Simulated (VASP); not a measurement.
Input:

```yaml
crystal:
  lattice:
    - [4.34696, 0.00000, 0.00000]
    - [-2.17348, 3.76458, 0.00000]
    - [0.00000, 0.00000, 23.86776]
  atoms:
    - { symbol: Bi, position: [0.33333, 0.66667, 0.41505] }
    - { symbol: Bi, position: [0.00000, 0.00000, 0.58495] }
    - { symbol: Te, position: [0.00000, 0.00000, 0.34286] }
    - { symbol: Te, position: [0.66667, 0.33333, 0.50000] }
    - { symbol: Te, position: [0.33333, 0.66667, 0.65714] }
```

The numbers are results of PBEsol GGA with spin-orbit coupling, VASP's PBE PAW potentials (set 64) (plane waves; VASP 6.6.1), not measurements. Numerical set-up: 400 eV cut-off, 5×5×1 Γ-centred mesh, Gaussian smearing of 0.050 eV, potentials Bi_d Te.

The cell holds a wide vacuum, so values per volume refer to the whole cell.

Q: Give the energies of bands 39 to 52 at the high-symmetry points, in eV from the valence-band maximum.

A: 
| band | Γ | M | K |
|---|---|---|---|
| 39 | -0.78 | -2.46 | -2.65 |
| 40 | -0.78 | -2.46 | -2.65 |
| 41 | -0.67 | -1.64 | -2.22 |
| 42 | -0.67 | -1.64 | -2.22 |
| 43 | -0.55 | -1.40 | -1.26 |
| 44 | -0.55 | -1.40 | -1.26 |
| 45 | -0.32 | -0.74 | -0.54 |
| 46 | -0.32 | -0.74 | -0.54 |
| 47 | -0.13 | -0.45 | -0.52 |
| 48 | -0.13 | -0.45 | -0.52 |
| 49 | 0.30 | 1.12 | 1.64 |
| 50 | 0.30 | 1.12 | 1.64 |
| 51 | 1.31 | 2.20 | 2.16 |
| 52 | 1.31 | 2.20 | 2.16 |

The gap is indirect, 0.30 eV, from the valence maximum at (0.20, 0.00, 0.00) to the conduction minimum at Γ.

The cell is a sheet with vacuum, built from a generated structure.
